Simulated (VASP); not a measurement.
Level of theory: LDA (Ceperley-Alder, Perdew-Zunger), VASP's LDA PAW potentials (set 64) (plane waves; VASP 6.6.1).

A VASP calculation is set up with these files.

File KPOINTS:
```
kpoints
0
Gamma
 9 9 12
0 0 0
```

### INCAR
```
! general
SYSTEM =SnO2
PREC   =Accurate
ENCUT  =520
LREAL  =.False.
LASPH  =.True.
NBANDS =93

! electronic loop
EDIFF  =1E-7
NELM   =100
ALGO   =Normal
LMAXMIX=4

! smearing
ISMEAR =0
SIGMA  =0.01

! output
LWAVE  =.False.
LCHARG =.False.
NEDOS  =1001

! other
LOPTICS=.True.
CSHIFT =0.1
```

POSCAR:
```
SnO2
1
    4.7288429722     0.0000000000     0.0000000000
    0.0000000000     4.7288429722     0.0000000000
    0.0000000000     0.0000000000     3.1961615235
Sn O
2 4
Direct
  0.0000000000   0.0000000000   0.0000000000
  0.5000000000   0.5000000000   0.5000000000
  0.3059836945   0.3059836945   0.0000000000
  0.8059836945   0.1940163055   0.5000000000
  0.1940163055   0.8059836945   0.5000000000
  0.6940163055   0.6940163055   0.0000000000
```

POTCAR, in this order: Sn_d O (LDA.64 set). Program: vasp_std.

The dielectric response may not be converged in the k-mesh; for small gaps it tends to come out too large. Unless said otherwise, spin-orbit coupling is left out, though it shifts the bands of the heavy elements here.

Task: Predict the energy per atom (σ→0), band gap (on the k-mesh).

Result: 
```
Item                              Result
------------------------  --------------
energy per atom (σ→0)     -7.047 eV/atom
band gap (on the k-mesh)         1.14 eV
```

OSZICAR:
```
...
DAV:   9    -0.422813428328E+02    0.87986E-02   -0.39984E-03 28684   0.699E-01    0.111E-01
DAV:  10    -0.422816324095E+02   -0.28958E-03   -0.33491E-03 25066   0.197E-01    0.435E-02
DAV:  11    -0.422816201294E+02    0.12280E-04   -0.58943E-05 28935   0.723E-02    0.301E-02
DAV:  12    -0.422816136190E+02    0.65104E-05   -0.10163E-05 23541   0.121E-02    0.151E-02
DAV:  13    -0.422816124759E+02    0.11431E-05   -0.35466E-06 24967   0.696E-03    0.277E-03
DAV:  14    -0.422816124604E+02    0.15473E-07   -0.10056E-07 19719   0.227E-03
   1 F= -.42281612E+02 E0= -.42281612E+02  d E =-.295285E-53
 imaginary and real dielectric function
```

The compound is SnO2 in the rutile structure. It was relaxed first.
